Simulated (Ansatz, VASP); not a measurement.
# Cross-check of Ti3Al between VASP and Ansatz, part 2 of 2

One calculation is typed for both programs; each brings its own data sets. How far apart do they land? The two relaxations start from unlike cells of this crystal (the structure described is Ansatz's start), so only their ends are compared.

VASP 6.6.1 and Ansatz 0.2.0.

So far: The structure; VASP: relaxation of cell and atoms, BLYP with D3(BJ).

**3. Ansatz: relaxation of cell and atoms, BLYP with D3(BJ)**

Level of this step: Ansatz beside VASP: Kohn-Sham DFT, plane waves, BLYP with D3(BJ) (Ansatz).

Ansatz runs on its default PAW (the set named soft_2) files.

Its own start cell and the same functional (in two slightly different forms), mesh and smearing now go to Ansatz, which takes its cutoff from its data sets.

input.yaml reads:

```yaml
crystal:
  lattice:
    - [5.7476979064, 0.0, 0.0]
    - [-2.8738489532, 4.9776524002, 0.0]
    - [0.0, 0.0, 4.63054727]
  atoms:
    - { symbol: Ti, position: [0.82990317, 0.65980634, 0.25] }
    - { symbol: Ti, position: [0.17009683, 0.82990317, 0.75] }
    - { symbol: Ti, position: [0.65980634, 0.82990317, 0.75] }
    - { symbol: Ti, position: [0.34019366, 0.17009683, 0.25] }
    - { symbol: Ti, position: [0.82990317, 0.17009683, 0.25] }
    - { symbol: Ti, position: [0.17009683, 0.34019366, 0.75] }
    - { symbol: Al, position: [0.33333333, 0.66666667, 0.25] }
    - { symbol: Al, position: [0.66666667, 0.33333333, 0.75] }
kpoints:
  mp_grid: { grid: [6, 6, 6] }
hamiltonian:
  xc: blyp
  dispersion: d3bj
scf:
  occupations: { method: gaussian, width: 0.1 }
output:
  forces: true
  stress: true
  eigenvalues: true
relax:
  adjacent_minimum: "off"
  f_tol: 0.005
  max_steps: 60
  cell: { stress_tol: 0.03 }
```

Command:

```console
$ ansatz run input.yaml --threads 4 --pin off --max-ram 16384MiB --backend cpu --events-out ev --progress --plain --runs-dir out
```

Numbers of over 12 decimals in the logs are rounded to 6 here.

Output:

```text
Engine: ansatz 0.2.0, aarch64-unknown-linux-gnu
Pseudopotentials: kind: paw
Pseudopotential: Ti, paw, valence charge 12, recommended cutoff 420 eV (normal), Ti.paw.azcp
Pseudopotential: Al, paw, valence charge 3, recommended cutoff 420 eV (normal), Al.paw.azcp
Functional definition: BLYP
  parameter beta = 0.0042
  parameter a = 0.04918
  parameter b = 0.132
  parameter c = 0.2533
  parameter d = 0.349
  exchange = b88_x(beta = beta)
  correlation = lyp_c(a = a, b = b, c = c, d = d)
Crystal: 8 atoms, lattice volume = 132.480 Å³
Basis set: ecut = 420 eV, 2619 PW (Γ), exchange–correlation on 80×80×64 points (8 copies of the dense FFT grid, shifted against one another)
Bands: 47, of which v1, the nominal top of the filled ones, is band 39 counted from 1 (38 counted from 0)
Symmetry: 24 space group operations
Space group: P63/mmc (ITA 194), of the structure as read, at distance tolerance 5.1e-5 Å
k-points: 28 of 216
Non-local potential: Ti, projectors of the file, l = 0: 3, l = 1: 2, l = 2: 3, l = 3: 1
Non-local potential: Al, projectors of the file, l = 0: 2, l = 1: 2, l = 2: 1
PAW form: soft (Blöchl's): semilocal exchange-correlation on the pseudo side does not see the compensation charge
PAW frozen core: Ti, regenerated for the run's functional, and the local potential with it (the file was generated under x = pbe(κ = 0.804, μ = 0.219515), c = pbe(β = 0.066725))
PAW frozen core: Al, regenerated for the run's functional, and the local potential with it (the file was generated under x = pbe(κ = 0.804, μ = 0.219515), c = pbe(β = 0.066725))
PAW one-centre angular grid: Ti, 590 points (default); XC on 64 Gauss nodes
PAW one-centre angular grid: Al, 110 points (default); XC on 64 Gauss nodes
Initial density: superposition of atomic densities (neutral atoms: chi_scale 0, normalization atom), corrected by the library's trained network
Initial wavefunctions: pseudopotential atomic-orbital guess
Functional: x = b88, c = lyp
SCF iter   1: F=—  HF=-16128.915427 eV  |F-HF|=—  |Δ(HF+E_count)|=         —  Δρ=1.27e-2  dr2=2.50e-1  ethr=1.77e-3  ⟨swp⟩=6.6  Hψ=5213  notcnv=0
preconditioner: auto → Kerker (q_TF=auto, 2.498 Å⁻¹)  [metal: Δε(μ)=0.010 eV  Ē_g=2.841 eV  σ=0.100 eV  W_gap=0.05  n_scr=26 (ndim 8)  ℏωp=17.7 eV  f_vac=0.000  D(μ)=5.67/eV (n_scr^D=46)]
SCF iter   2: F=—  HF=-16128.869393 eV  |F-HF|=—  |Δ(HF+E_count)|=   4.60e-2  Δρ=4.69e-3  dr2=3.09e-2  ethr=3.20e-4  ⟨swp⟩=2.1  Hψ=2049  notcnv=0  defer=52
SCF iter   3: F=—  HF=-16128.866915 eV  |F-HF|=—  |Δ(HF+E_count)|=   2.48e-3  Δρ=1.81e-3  dr2=4.06e-3  ethr=3.96e-5  ⟨swp⟩=2.0  Hψ=1613  notcnv=0  defer=52
SCF iter   4: F=—  HF=-16128.867630 eV  |F-HF|=—  |Δ(HF+E_count)|=   7.15e-4  Δρ=3.68e-4  dr2=1.89e-4  ethr=5.20e-6  ⟨swp⟩=2.0  Hψ=1692  notcnv=0  defer=52
SCF iter   5: F=—  HF=-16128.867631 eV  |F-HF|=—  |Δ(HF+E_count)|=   1.23e-6  Δρ=7.46e-5  dr2=8.12e-6  ethr=2.42e-7  ⟨swp⟩=2.0  Hψ=1691  notcnv=0  defer=52
SCF iter   6: F=—  HF=-16128.867748 eV  |F-HF|=—  |Δ(HF+E_count)|=   1.17e-4  Δρ=2.64e-5  dr2=6.17e-7  ethr=1.04e-8  ⟨swp⟩=2.0  Hψ=2006  notcnv=0  defer=52
SCF iter   7: F=-16128.867748 eV  HF=-16128.867748 eV  |F-HF|=1.37e-8  |Δ(HF+E_count)|=   3.28e-8  Δρ=4.75e-6  dr2=1.75e-8  ethr=1.28e-10  ⟨swp⟩=12.2  Hψ=5352  notcnv=0
SCF 1 converged in 7 iterations: F = -16128.867748 eV  dr2 = 1.75e-8
  greatest PAW one-centre occupation: 0.999 electrons in one spin orbital (limit 2), on the Ti atom at site 5 (counted from 0), in its partial waves of l = 0
relax step   1: F+E_penalty+E_count = -16128.86774816 eV  Δ(F+E_penalty+E_count) = +0.000e0 eV  max|allowed force component| = 2.264e-2 eV/Å  Δτ_max = 0.0000 Å  P = -9.439 GPa  Ω = 132.480 Å³  (7 SCF iters, dr2 threshold 1.00e-7 eV, accepted)
[...]
relax step   5: F+E_penalty+E_count = -16129.21715972 eV  Δ(F+E_penalty+E_count) = -9.661e-5 eV  max|allowed force component| = 6.478e-3 eV/Å  Δτ_max = 0.0011 Å  P = +0.002 GPa  Ω = 121.611 Å³  energy of the carried Pulay correction = +2.741e-3 eV  (6 SCF iters, dr2 threshold 4.76e-8 eV, accepted)
[...]
relax step   6: F+E_penalty+E_count = -16129.21716713 eV  Δ(F+E_penalty+E_count) = -7.407e-6 eV  max|allowed force component| = 5.276e-5 eV/Å  Δτ_max = 0.0004 Å  P = -0.000 GPa  Ω = 121.614 Å³  energy of the carried Pulay correction = +2.740e-3 eV  (6 SCF iters, dr2 threshold 2.62e-9 eV, accepted)
[...]
relax step   7: F+E_penalty+E_count = -16129.21520903 eV  Δ(F+E_penalty+E_count) = +1.958e-3 eV  max|allowed force component| = 1.162e-4 eV/Å  Δτ_max = 0.0000 Å  P = -0.018 GPa  Ω = 121.614 Å³  stress off target by 1.85e-2 GPa  SCF on the basis re-selected at this cell (its energy is not comparable with the rows above)  (6 SCF iters)
basis re-selected at this cell: Δ(F+E_penalty+E_count) = +1.958e-3 eV, ΔP = -0.017 GPa vs the last step (what re-selecting the basis moved, of the pressure what is left beyond the Pulay correction that the steps carried, after the strain that the cell walked since its last selection, with what the two solves' SCF thresholds leave and, on support functions, any second-order correction that the steps lacked; it is no m [...]
SCF converged after 6 iterations
Free energy (F): -16129.215209 eV
Harris-Foulkes:  -16129.215209 eV  (|F-HF|=3.64e-12)
Internal energy: -16129.188409 eV  (E = F + TS)
E sigma→0 (E₀):  -16129.201809 eV
Entropy (-TS):   -0.026800 eV (-3.350 meV/atom)
Fermi energy:    13.948651 eV
--- Per-component energies (eV) ---
  E_band       = -819.927633
  E_kinetic    = 1704.952031
  E_local      = -5339.662923  (includes V_loc(G=0)·N_el)
  E_nonlocal   = 76.902702
  E_hartree    = 2278.725619
  E_xc         = -657.427096
  E_vxc        = -781.741561  (∫ρ·V_xc dr)
  E_paw        = -7285.210268  (= ΣΔE_a)
  E_vpaw       = -1037.829768  (= ΣTr[D̂ρ^β])
  E_aug_tail   = 0.000724  (compensation charges beyond the density's cutoff)
  E_ewald      = -6896.282582
  E_disp       = -11.312356  (pairwise vdW)
  E_core_change = 0.125740  (= ΣΔE_core)
  E_smearing   = -0.026800  (= −TS)
  E_closure    = 0.000000  (closes the sum)
  Σ components = -16129.215209   (vs F -16129.215209, Δ=0.00e0)
--- Forces (eV/Å), atoms counted from 1 ---
  atom   1  Ti    -0.00000000     0.00011616    -0.00000000
  atom   2  Ti    -0.00010059     0.00005808     0.00000000
  atom   3  Ti     0.00010059     0.00005808    -0.00000000
  atom   4  Ti    -0.00010059    -0.00005808     0.00000000
  atom   5  Ti     0.00010059    -0.00005808    -0.00000000
  atom   6  Ti     0.00000000    -0.00011616     0.00000000
  atom   7  Al     0.00000000    -0.00000000     0.00000000
  atom   8  Al    -0.00000000     0.00000000    -0.00000000
  max |Σ_I F_I| component: 1.15e-17 eV/Å
--- Stress (GPa, compression-positive) ---
       -0.017317       0.000000       0.000000
       -0.000000      -0.017317       0.000000
        0.000000       0.000000      -0.018485
  P = ⅓ Tr σ = -0.0177 GPa (-0.177 kbar)
--- Band table (eV; the first three rows and the last of 28) ---
  k-point 0: bands = [... 35 lower, 12.9548, 12.9548, 13.4142, 13.9043, 14.1992, 14.7807, 14.7807, 14.8008, ... 4 higher]
  k-point 1: bands = [... 35 lower, 12.9699, 12.9699, 13.3738, 13.8143, 14.6528, 14.8357, 14.8357, 14.9426, ... 4 higher]
  k-point 2: bands = [... 35 lower, 13.1418, 13.1418, 13.4385, 13.7258, 14.5705, 14.5705, 14.8481, 15.0322, ... 4 higher]
  k-point 27: bands = [... 35 lower, 13.5441, 13.6044, 13.6044, 13.8305, 13.8305, 14.5704, 14.5704, 14.9276, ... 4 higher]
--- Relaxed structure (6 steps of the walk, 6 accepted, 1 SCFs on fresh bases) ---
  F+E_penalty+E_count = -16129.21520903 eV   max|allowed force component| = 1.162e-4 eV/Å   (the final SCF, on the basis selected at the relaxed cell)
  cell:  # Å, volume = 121.6141 Å³
    - [5.564542, 0, 5.5794396961808946e-18]
    - [-2.782271, 4.819035, -2.7897198480904473e-18]
    - [4.494992547288662e-18, 0, 4.535180]
  atoms:
    - { symbol: Ti, position: [0.830005, 0.660009, 0.25] }
    - { symbol: Ti, position: [0.169995, 0.830005, 0.75] }
    - { symbol: Ti, position: [0.660009, 0.830005, 0.75] }
    - { symbol: Ti, position: [0.339991, 0.169995, 0.25] }
    - { symbol: Ti, position: [0.830005, 0.169995, 0.25] }
    - { symbol: Ti, position: [0.169995, 0.339991, 0.75] }
    - { symbol: Al, position: [0.333333, 0.666667, 0.25] }
    - { symbol: Al, position: [0.666667, 0.333333, 0.75] }
```

The column dr2 measures how far the density is from self-consistency, as an energy; F and HF (Harris–Foulkes) agree once it is small.

**4. Comparison**

Known differences besides the potentials themselves: the cutoff is 420 eV in Ansatz and 500 eV in VASP; Ansatz makes its cores anew for this functional, VASP keeps those of its PBE data sets; VASP's log shows a relativistic correction to its local exchange, Ansatz's none; Ansatz adds a Pulay correction to the stress that steers its cell, VASP none. Total energies have different zeros and are not compared.

Both answers:

| quantity | Ansatz | VASP | difference |
| --- | --- | --- | --- |
| volume (Å³) | 121.61 | 121.55 | +0.05 % |
| edge a after relaxation, in the typed setting (Å) | 5.564 | 5.563 | +0.03 % |
| edge c after relaxation, in the typed setting (Å) | 4.535 | 4.535 | +0.00 % |

**5. Results**

| Quantity | Value |
| --- | --- |
| difference in volume (relaxation of cell and atoms, BLYP with D3(BJ)) | 0.052 % |

The difference in volume is 0.052 % (relaxation of cell and atoms, BLYP with D3(BJ)), within the 1.2 % picked in this series as the mark of a large difference, as far as the stopping tolerances let one tell. 3 further runs of this series are not shown here. How closely two codes agree says nothing of how well the functional describes the real material.

[Lines on the potential files, build, host, timing and source positions are cut from VASP's logs without a mark.]

[Logs are printed without paths, hosts, clocks, repeated set-up lines and the standing remarks that a program may print on its own settings, such as how far it seeks lower states.]

[Hosts, paths, dates, database ids (printed as entryN), source tags and the programs' standing remarks are cut or masked in the printed files.]
